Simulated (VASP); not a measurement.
Consider the following.

```xyz
6
Lattice="3.6600 0.0000 0.0000 -1.8300 3.1697 0.0000 0.0000 0.0000 18.7300" Properties=species:S:1:pos:R:3 pbc="T T T"
Zr     0.0000     0.0000     6.4550
Zr     0.0000     0.0000    12.2750
S      0.0000     2.1131     7.9100
S      1.8300     1.0565     5.0000
S      0.0000     2.1131    13.7300
S      1.8300     1.0565    10.8200
```

These are PBE GGA, VASP's PBE PAW potentials (set 64) (plane waves; VASP) values and carry that method's errors. Run with 300 eV cut-off, 5×5×1 Γ-centred mesh, Gaussian smearing of 0.10 eV, potentials Zr_sv S.

The cell holds a wide vacuum, so values per volume refer to the whole cell.

### Question
Give the energies of bands 14 to 27 at the high-symmetry points, in eV from the valence-band maximum.

### Answer

```json
[
 {"band": "14", "Γ": "-3.51", "M": "-4.26", "K": "-3.38"},
 {"band": "15", "Γ": "-2.66", "M": "-3.02", "K": "-3.25"},
 {"band": "16", "Γ": "-2.66", "M": "-2.67", "K": "-3.23"},
 {"band": "17", "Γ": "-2.64", "M": "-2.49", "K": "-3.23"},
 {"band": "18", "Γ": "-2.64", "M": "-2.39", "K": "-3.02"},
 {"band": "19", "Γ": "-1.27", "M": "-2.31", "K": "-1.92"},
 {"band": "20", "Γ": "-0.33", "M": "-2.20", "K": "-1.92"},
 {"band": "21", "Γ": "-0.08", "M": "-1.47", "K": "-1.77"},
 {"band": "22", "Γ": "-0.08", "M": "-1.04", "K": "-1.77"},
 {"band": "23", "Γ": "0.00", "M": "-0.91", "K": "-1.75"},
 {"band": "24", "Γ": "0.00", "M": "-0.89", "K": "-1.44"},
 {"band": "25", "Γ": "1.64", "M": "1.05", "K": "2.35"},
 {"band": "26", "Γ": "1.64", "M": "1.15", "K": "2.41"},
 {"band": "27", "Γ": "1.66", "M": "3.38", "K": "3.04"}
]
```

The gap is indirect, 1.05 eV, from the valence maximum at Γ to the conduction minimum at M.

The cell is a sheet with vacuum, built from a generated structure.
